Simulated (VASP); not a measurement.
Computed with PBE GGA, VASP's PBE PAW potentials (set 64) (plane waves; VASP 6.6.1).

A VASP calculation is set up with these files.

File POSCAR:
```
C63Si
1
    7.1465551590     0.0000000000     0.0000000000
    0.0000000000     7.1465551590    -0.0000000000
   -0.0000000000    -0.0000000000     7.1465551590
C Si
63 1
Direct
  0.5000000000   0.0000000000   0.0000000000
  0.6250000000   0.1250000000   0.1250000000
  0.7500000000   0.2500000000   0.0000000000
  0.8750000000   0.3750000000   0.1250000000
  0.7500000000   0.0000000000   0.2500000000
  0.8750000000   0.1250000000   0.3750000000
  0.0000000000   0.0000000000   0.0000000000
  0.1250000000   0.1250000000   0.1250000000
  0.2500000000   0.2500000000   0.0000000000
  0.3788290000   0.3756840000   0.1202100000
  0.5000000000   0.5000000000   0.0000000000
  0.6280360000   0.6182140000   0.1251850000
  0.7500000000   0.7500000000   0.0000000000
  0.8750000000   0.8750000000   0.1250000000
  0.2500000000   0.0000000000   0.2500000000
  0.3797720000   0.1264790000   0.3743740000
  0.5028370000   0.2568930000   0.2519160000
  0.6182480000   0.3699480000   0.3770370000
  0.7430570000   0.4940040000   0.2509570000
  0.8773740000   0.6298700000   0.3715650000
  0.5000000000   0.0000000000   0.5000000000
  0.6319340000   0.1193940000   0.6291590000
  0.7440400000   0.2469460000   0.4941930000
  0.8807370000   0.3781180000   0.6289900000
  0.7500000000   0.0000000000   0.7500000000
  0.8750000000   0.1250000000   0.8750000000
  0.0000000000   0.5000000000   0.0000000000
  0.1250000000   0.6250000000   0.1250000000
  0.2500000000   0.7500000000   0.0000000000
  0.3750000000   0.8750000000   0.1250000000
  0.0000000000   0.2500000000   0.2500000000
  0.1259430000   0.3751500000   0.3750940000
  0.2494310000   0.5006130000   0.2510730000
  0.3684860000   0.6207720000   0.3716760000
  0.5020850000   0.7566970000   0.2530340000
  0.6276670000   0.8746850000   0.3769410000
  0.0000000000   0.0000000000   0.5000000000
  0.1250000000   0.1250000000   0.6250000000
  0.2433080000   0.2445530000   0.4964300000
  0.3799700000   0.3681400000   0.6197380000
  0.6290040000   0.6208220000   0.6241900000
  0.7545450000   0.7493520000   0.5014760000
  0.8750000000   0.8750000000   0.6250000000
  0.2500000000   0.0000000000   0.7500000000
  0.3750000000   0.1250000000   0.8750000000
  0.5056380000   0.2502740000   0.7561250000
  0.6248010000   0.3705530000   0.8704330000
  0.7472780000   0.4963340000   0.7486160000
  0.8750000000   0.6250000000   0.8750000000
  0.0000000000   0.7500000000   0.2500000000
  0.1250000000   0.8750000000   0.3750000000
  0.0000000000   0.5000000000   0.5000000000
  0.1182320000   0.6308750000   0.6214280000
  0.2460520000   0.7482460000   0.4990760000
  0.3706230000   0.8726480000   0.6286810000
  0.0000000000   0.2500000000   0.7500000000
  0.1250000000   0.3750000000   0.8750000000
  0.2436700000   0.4971000000   0.7436520000
  0.3808010000   0.6254930000   0.8752960000
  0.5052710000   0.7557120000   0.7493310000
  0.6250000000   0.8750000000   0.8750000000
  0.0000000000   0.7500000000   0.7500000000
  0.1250000000   0.8750000000   0.8750000000
  0.4970680000   0.5005590000   0.4945920000
```

INCAR:
```
SYSTEM  =  C63Si
PREC  =  Normal; ENCUT  =  400; LREAL  =  Auto
LASPH  =  .True.; ISYM  =  0
EDIFF  =  1E-5; NELM  =  100; NELMIN  =  4
ALGO  =  Fast
ISMEAR  =  0; SIGMA  =  0.05
GGA  =  PE
IBRION  =  2; NSW  =  60; ISIF  =  2
EDIFFG  =  -0.03
LWAVE  =  .True.; LCHARG  =  .False.
```

### KPOINTS
```
Automatic mesh
0
Gamma
1 1 1
0 0 0
```

POTCAR, in this order: C Si (PBE.64 set). Program: vasp_gam.

The supercell is sampled at Γ alone, which is coarse: total energies, pressure and levels can be off, energies of defects by several tenths of an eV.

**Question.** What does the run give for the energy per atom (σ→0)?

**Answer.** 
```
Quantity                       Result
---------------------  --------------
energy per atom (σ→0)  -8.880 eV/atom
```

OSZICAR:
```
...
RMM:   4    -0.568289352508E+03   -0.20068E-06   -0.22472E-06   179   0.341E-03
  14 F= -.56828935E+03 E0= -.56828935E+03  d E =-.188781E-02
       N       E                     dE             d eps       ncg     rms          rms(c)
DAV:   1    -0.568289693584E+03   -0.34128E-03   -0.86199E-02   340   0.846E-01    0.549E-02
RMM:   2    -0.568289773280E+03   -0.79696E-04   -0.11745E-03   322   0.968E-02    0.325E-02
RMM:   3    -0.568289778764E+03   -0.54839E-05   -0.21749E-04   325   0.361E-02    0.130E-02
RMM:   4    -0.568289781794E+03   -0.30299E-05   -0.40322E-05   231   0.143E-02
  15 F= -.56828978E+03 E0= -.56828978E+03  d E =-.429286E-03
```

The cell is a supercell with a defect, built from C (diamond): Si_C. The run is not spin-polarised, so no state with unpaired spins was tried.
